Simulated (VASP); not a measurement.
Consider the following.

```
CELL_PARAMETERS angstrom
      1.61861    -2.80352     0.00000
      1.61861     2.80352     0.00000
      0.00000     0.00000     5.26872
ATOMIC_POSITIONS crystal
  Ga 0.66667 0.33333 0.50003
  Ga 0.33333 0.66667 0.00003
  N  0.66667 0.33333 0.87697
  N  0.33333 0.66667 0.37697
```

These are revPBE GGA, VASP's PBE PAW potentials (set 64) (plane waves; VASP 6.6.1) values and carry that method's errors. Numerical set-up: 520 eV cut-off, Gaussian smearing of 0.050 eV, potentials Ga_d N.

Task: Estimate the band gap (along the path) with the smallest direct gap where there is one.

Result: 
| Property | Value |
|---|---|
| band gap (along the path) | 1.65 eV |
| smallest direct gap (along the path) | 1.65 eV |

Total energies compare only between runs with the same potentials, cut-off and functional.

The compound is GaN in the wurtzite structure. It was relaxed first.
